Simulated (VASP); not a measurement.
Computed with MS2 meta-GGA, VASP's PBE PAW potentials (set 64) (plane waves; VASP 6.6.1).

VASP ran on this input.

**KPOINTS**
```
Automatic mesh
0
Gamma
7 7 10
0 0 0
```

INCAR:
```
ISPIN=2
NSW=30   # most ionic steps
ENCUT=520   # plane-wave cut-off (eV)
IBRION=2   # conjugate gradients
LCHARG=.FALSE.
ISMEAR=1
LMAXMIX=4   # l cut-off of mixed one-centre charges
PREC=Accurate
LREAL=.FALSE.
EDIFF=1E-7   # SCF stop (eV)
EDIFFG=-0.01   # ionic stop
LMIXTAU=.TRUE.
SIGMA=0.1
ALGO=Normal   # blocked Davidson
ISIF=4   # ions and shape, fixed volume
MAGMOM=2.3 2.3 -0.1 -0.1 -0.1 -0.1
SYSTEM=CrO2
LORBIT=10
LASPH=.TRUE.   # aspherical one-centre terms
LWAVE=.FALSE.
METAGGA=MS2
NELM=100   # most electronic steps
```

### POSCAR
```
CrO2
1.0
  4.3139259955   0.0000000000   0.0000000000
  0.0000000000   4.3139259955   0.0000000000
  0.0000000000   0.0000000000   2.8677723410
Cr O
2 4
Direct
  0.0000000000   0.0000000000   0.0000000000
  0.5000000000   0.5000000000   0.5000000000
  0.3022089506   0.3022089506   0.0000000000
  0.8022089506   0.1977910494   0.5000000000
  0.1977910494   0.8022089506   0.5000000000
  0.6977910494   0.6977910494   0.0000000000
```

POTCAR, in this order: Cr_pv O (PBE.64 set). Program: vasp_std.

The run wrote:

### OSZICAR
```
       N       E                     dE             d eps       ncg     rms          rms(c)
DAV:   1     0.564385627581E+03    0.56439E+03   -0.24765E+04  7208   0.170E+03
DAV:   2    -0.521607913524E+02   -0.61655E+03   -0.58694E+03  7682   0.526E+02
DAV:   3    -0.123531756957E+03   -0.71371E+02   -0.69935E+02  8650   0.174E+02
DAV:   4    -0.125572682787E+03   -0.20409E+01   -0.19890E+01  8578   0.291E+01
DAV:   5    -0.125627939262E+03   -0.55256E-01   -0.53801E-01  9368   0.457E+00    0.505E+01
DAV:   6    -0.747809281677E+02    0.50847E+02   -0.19022E+02  8676   0.121E+02    0.348E+01
DAV:   7    -0.703309358944E+02    0.44500E+01   -0.10165E+02  9508   0.950E+01    0.209E+01
DAV:   8    -0.692489618168E+02    0.10820E+01   -0.82007E+00  8812   0.242E+01    0.817E+00
DAV:   9    -0.685384731554E+02    0.71049E+00   -0.17357E+00  8300   0.120E+01    0.436E+00
DAV:  10    -0.686095098007E+02   -0.71037E-01   -0.23352E-01  9884   0.318E+00    0.418E+00
DAV:  11    -0.686142513773E+02   -0.47416E-02   -0.14188E-02  8894   0.106E+00    0.350E+00
DAV:  12    -0.686077979822E+02    0.64534E-02   -0.17527E-02 10198   0.126E+00    0.159E+00
DAV:  13    -0.686095851013E+02   -0.17871E-02   -0.84285E-03  8360   0.937E-01    0.542E-01
DAV:  14    -0.686098091731E+02   -0.22407E-03   -0.15350E-03  9192   0.314E-01    0.341E-01
DAV:  15    -0.686099537686E+02   -0.14460E-03   -0.74215E-04  8924   0.219E-01    0.998E-02
DAV:  16    -0.686100026768E+02   -0.48908E-04   -0.84030E-05  8558   0.890E-02    0.553E-02
DAV:  17    -0.686099758555E+02    0.26821E-04   -0.13286E-05  9062   0.316E-02    0.122E-02
DAV:  18    -0.686099678113E+02    0.80442E-05   -0.23453E-06  9326   0.147E-02    0.909E-03
DAV:  19    -0.686099573430E+02    0.10468E-04   -0.68610E-07  8322   0.725E-03    0.601E-03
DAV:  20    -0.686099565331E+02    0.80995E-06   -0.85048E-07  8782   0.671E-03    0.125E-03
DAV:  21    -0.686099563535E+02    0.17951E-06   -0.48601E-08  4494   0.197E-03    0.900E-04
DAV:  22    -0.686099569098E+02   -0.55623E-06   -0.35321E-08  4562   0.123E-03    0.452E-04
DAV:  23    -0.686099576973E+02   -0.78755E-06   -0.10738E-08  4356   0.726E-04    0.383E-04
DAV:  24    -0.686099574959E+02    0.20148E-06   -0.29596E-09  4356   0.378E-04    0.131E-04
DAV:  25    -0.686099574541E+02    0.41712E-07   -0.16025E-09  4236   0.209E-04
   1 F= -.68609957E+02 E0= -.68609984E+02  d E =-.686100E+02  mag=     4.0000
       N       E                     dE             d eps       ncg     rms          rms(c)
DAV:   1    -0.686221613829E+02   -0.12204E-01   -0.23178E+00  7242   0.112E+01    0.165E+00
DAV:   2    -0.686121038550E+02    0.10058E-01   -0.11741E-01  8914   0.270E+00    0.109E+00
DAV:   3    -0.686126165025E+02   -0.51265E-03   -0.11877E-02  8848   0.897E-01    0.540E-01
DAV:   4    -0.686117416937E+02    0.87481E-03   -0.34472E-03  9718   0.492E-01    0.508E-01
DAV:   5    -0.686121992870E+02   -0.45759E-03   -0.82669E-04  8908   0.259E-01    0.414E-01
DAV:   6    -0.686125986207E+02   -0.39933E-03   -0.84107E-04  9836   0.245E-01    0.162E-01
DAV:   7    -0.686128722796E+02   -0.27366E-03   -0.33242E-04  9008   0.149E-01    0.359E-02
DAV:   8    -0.686128533337E+02    0.18946E-04   -0.39974E-05  9292   0.598E-02    0.326E-02
DAV:   9    -0.686128573821E+02   -0.40484E-05   -0.84958E-06  8768   0.242E-02    0.177E-02
DAV:  10    -0.686128725883E+02   -0.15206E-04   -0.38727E-06  8804   0.160E-02    0.291E-03
DAV:  11    -0.686128756644E+02   -0.30760E-05   -0.21746E-07  6636   0.402E-03    0.185E-03
DAV:  12    -0.686128769678E+02   -0.13035E-05   -0.52263E-08  4540   0.193E-03    0.108E-03
DAV:  13    -0.686128771009E+02   -0.13309E-06   -0.30796E-08  4394   0.131E-03    0.492E-04
DAV:  14    -0.686128771150E+02   -0.14067E-07   -0.75970E-09  4284   0.593E-04
   2 F= -.68612877E+02 E0= -.68612925E+02  d E =-.291966E-02  mag=     4.0000
       N       E                     dE             d eps       ncg     rms          rms(c)
DAV:   1    -0.686146083690E+02   -0.17313E-02   -0.22196E-01  7236   0.347E+00    0.514E-01
DAV:   2    -0.686137260354E+02    0.88233E-03   -0.11325E-02  8922   0.841E-01    0.338E-01
DAV:   3    -0.686139884416E+02   -0.26241E-03   -0.11300E-03  8862   0.279E-01    0.164E-01
DAV:   4    -0.686138997406E+02    0.88701E-04   -0.35479E-04  9650   0.157E-01    0.165E-01
DAV:   5    -0.686138906661E+02    0.90745E-05   -0.66256E-05  8876   0.750E-02    0.126E-01
DAV:   6    -0.686137105495E+02    0.18012E-03   -0.83757E-05  9620   0.773E-02    0.588E-02
DAV:   7    -0.686136690040E+02    0.41545E-04   -0.28096E-05  9352   0.426E-02    0.122E-02
DAV:   8    -0.686136757954E+02   -0.67914E-05   -0.42533E-06  9008   0.195E-02    0.957E-03
DAV:   9    -0.686136756675E+02    0.12792E-06   -0.76441E-07  9072   0.737E-03    0.510E-03
DAV:  10    -0.686136696032E+02    0.60644E-05   -0.20914E-07  5936   0.377E-03    0.142E-03
DAV:  11    -0.686136698862E+02   -0.28306E-06   -0.27105E-08  4404   0.158E-03    0.640E-04
DAV:  12    -0.686136693199E+02    0.56630E-06   -0.89715E-09  4266   0.744E-04    0.416E-04
DAV:  13    -0.686136693060E+02    0.13865E-07   -0.58924E-09  4212   0.494E-04
   3 F= -.68613669E+02 E0= -.68613715E+02  d E =-.371185E-02  mag=     4.0000
       N       E                     dE             d eps       ncg     rms          rms(c)
DAV:   1    -0.686136740926E+02   -0.47727E-05   -0.64717E-04  7272   0.187E-01    0.278E-02
DAV:   2    -0.686136737472E+02    0.34538E-06   -0.32964E-05  8910   0.454E-02    0.183E-02
DAV:   3    -0.686136831911E+02   -0.94439E-05   -0.32711E-06  8842   0.151E-02    0.879E-03
DAV:   4    -0.686136825212E+02    0.66992E-06   -0.10406E-06  9588   0.846E-03    0.898E-03
DAV:   5    -0.686136806497E+02    0.18715E-05   -0.17412E-07  5866   0.408E-03    0.672E-03
DAV:   6    -0.686136716497E+02    0.89999E-05   -0.25086E-07  6816   0.432E-03    0.312E-03
DAV:   7    -0.686136686252E+02    0.30245E-05   -0.85823E-08  4656   0.232E-03    0.754E-04
DAV:   8    -0.686136691317E+02   -0.50645E-06   -0.16066E-08  4020   0.116E-03    0.516E-04
DAV:   9    -0.686136689954E+02    0.13624E-06   -0.50049E-09  3846   0.492E-04    0.379E-04
DAV:  10    -0.686136687347E+02    0.26074E-06   -0.29209E-09  3792   0.328E-04    0.191E-04
DAV:  11    -0.686136687025E+02    0.32152E-07   -0.18441E-09  3798   0.266E-04
   4 F= -.68613669E+02 E0= -.68613714E+02  d E =-.371125E-02  mag=     4.0000
       N       E                     dE             d eps       ncg     rms          rms(c)
DAV:   1    -0.686141493962E+02   -0.48066E-03   -0.91477E-02  7200   0.226E+00    0.277E-01
DAV:   2    -0.686138326192E+02    0.31678E-03   -0.31972E-03  8664   0.455E-01    0.191E-01
DAV:   3    -0.686137308704E+02    0.10175E-03   -0.66223E-04  9084   0.220E-01    0.153E-01
DAV:   4    -0.686137403894E+02   -0.95190E-05   -0.12183E-04  8990   0.934E-02    0.944E-02
DAV:   5    -0.686137552969E+02   -0.14908E-04   -0.31370E-05  9316   0.478E-02    0.107E-01
DAV:   6    -0.686138408402E+02   -0.85543E-04   -0.26064E-05  9346   0.416E-02    0.550E-02
DAV:   7    -0.686139045186E+02   -0.63678E-04   -0.16084E-05  9044   0.337E-02    0.598E-03
DAV:   8    -0.686138982690E+02    0.62496E-05   -0.14711E-06  9880   0.103E-02    0.530E-03
DAV:   9    -0.686138990848E+02   -0.81580E-06   -0.13288E-07  5664   0.318E-03    0.472E-03
DAV:  10    -0.686139033522E+02   -0.42674E-05   -0.55947E-08  4868   0.161E-03    0.655E-04
DAV:  11    -0.686139033671E+02   -0.14938E-07   -0.12565E-08  4242   0.821E-04
   5 F= -.68613903E+02 E0= -.68613956E+02  d E =-.234665E-03  mag=     4.0000
```

File OUTCAR:
```
------------------------ aborting loop because EDIFF is reached ----------------------------------------
  FORCE on cell =-STRESS in cart. coord.  units (eV):
  Direction    XX          YY          ZZ          XY          YZ          ZX
  --------------------------------------------------------------------------------------
  Total        6.1374949      6.1374949      6.1737442     -0.0000000      0.0000000      0.0000000
  in kB      184.2517716    184.2517716    185.3400023     -0.0000000      0.0000000      0.0000000
  external PRESSURE =     184.6145151 kB  Pullay stress =       0.0000000 kB
  volume of cell :       53.37
      direct lattice vectors                 reciprocal lattice vectors
     4.302442447 -0.000000000  0.000000000     0.232426119  0.000000000  0.000000000
    -0.000000000  4.302442447  0.000000000     0.000000000  0.232426119  0.000000000
     0.000000000  0.000000000  2.883101379     0.000000000  0.000000000  0.346848712
 POSITION                                       TOTAL-FORCE (eV/Angst)
 -----------------------------------------------------------------------------------
      4.30244     -0.00000      2.88310        -0.000000      0.000000      0.000000
      2.15122      2.15122      1.44155        -0.000000      0.000000      0.000000
      1.29826      1.29826      2.88310         0.005831      0.005831     -0.000000
      3.44948      0.85296      1.44155         0.005831     -0.005831      0.000000
      0.85296      3.44948      1.44155        -0.005831      0.005831      0.000000
      3.00419      3.00419      0.00000        -0.005831     -0.005831      0.000000
 -----------------------------------------------------------------------------------
    total drift:                                0.000000     -0.000000     -0.000000
  FREE ENERGIE OF THE ION-ELECTRON SYSTEM (eV)
  ---------------------------------------------------
  free  energy   TOTEN  =       -68.6139033671 eV

  energy  without entropy=      -68.6140605296  energy(sigma->0) =      -68.61395575

 total charge

# of ion       s       p       d       tot
------------------------------------------
    1        0.806   6.521   4.048  11.375
    2        0.806   6.521   4.048  11.375
    3        1.604   3.531   0.000   5.135
    4        1.604   3.531   0.000   5.135
    5        1.604   3.531   0.000   5.135
    6        1.604   3.531   0.000   5.135
--------------------------------------------------
tot          8.030  27.164   8.097  43.291

 magnetization (x)

# of ion       s       p       d       tot
------------------------------------------
    1        0.133   0.039   2.033   2.205
    2        0.133   0.039   2.033   2.205
    3       -0.002  -0.066   0.000  -0.068
    4       -0.002  -0.066   0.000  -0.068
    5       -0.002  -0.066   0.000  -0.068
    6       -0.002  -0.066   0.000  -0.068
--------------------------------------------------
tot          0.256  -0.186   4.067   4.137

 reached required accuracy - stopping structural energy minimisation
```
(Selected blocks of OUTCAR.)

CONTCAR:
```
CrO2
   1.00000000000000
     4.3024424474138803   -0.0000000000000000    0.0000000000000000
    -0.0000000000000000    4.3024424474138803    0.0000000000000000
     0.0000000000000000    0.0000000000000000    2.8831013785240782
  Cr              O
     2     4
Direct
     1.0000000000000000    0.0000000000000000    1.0000000000000000
     0.5000000000000000    0.5000000000000000    0.5000000000000000
     0.3017488032176529    0.3017488032176529    1.0000000000000000
     0.8017488032176529    0.1982511967823471    0.5000000000000000
     0.1982511967823471    0.8017488032176529    0.5000000000000000
     0.6982511967823471    0.6982511967823471    0.0000000000000000
```

The compound is CrO2 in the rutile structure. This cell is one point of a volume scan, at 0.94 of the reference volume. Symmetry was kept, so distortions that lower it aren't found.
